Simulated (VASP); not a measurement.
Au (fcc): computed properties

These are r2SCAN meta-GGA, VASP's PBE PAW potentials (set 64) (plane waves; VASP 6.6.1) values and carry that method's errors.

```
Property                                                              Result
----------------------------------  ----------------------------------------
space group                                                      Fm-3m (225)
cell                                 a = b = c = 4.125 Å, α = β = γ = 90.00°
volume per atom                                                17.55 Å³/atom
band gap (over mesh and band path)  none (metal, semimetal or under 0.01 eV)
band gap with spin-orbit coupling                            none (metallic)
density                                                          18.63 g/cm³
```

```cif
data_Au4
_chemical_formula_sum 'Au4'
_space_group_name_H-M_alt 'Fm-3m'
_space_group_IT_number 225
_space_group_name_Hall '-F 4 2 3'
_cell_length_a 4.12537
_cell_length_b 4.12537
_cell_length_c 4.12537
_cell_angle_alpha 90.000
_cell_angle_beta 90.000
_cell_angle_gamma 90.000
loop_
_atom_site_label
_atom_site_type_symbol
_atom_site_symmetry_multiplicity
_atom_site_Wyckoff_symbol
_atom_site_fract_x
_atom_site_fract_y
_atom_site_fract_z
_atom_site_occupancy
Au1 Au 4 a 0.00000 0.00000 0.00000 1
```
(The calculation used a cell of 1 atom; values per cell refer to that cell.)

Measured: a 4.062 Å at 0 K (computed value off by +1.6 %), as given by Daniel Mejia-Rodriguez et al., Physical Review B (2018), arXiv:1807.09216 [static lattice: zero-point anharmonic expansion removed]. Unless said otherwise, spin-orbit coupling is left out, though it shifts the bands of the heavy elements here.

The compound is Au in the fcc structure. It was relaxed first. Symmetry was kept, so distortions that lower it aren't found.
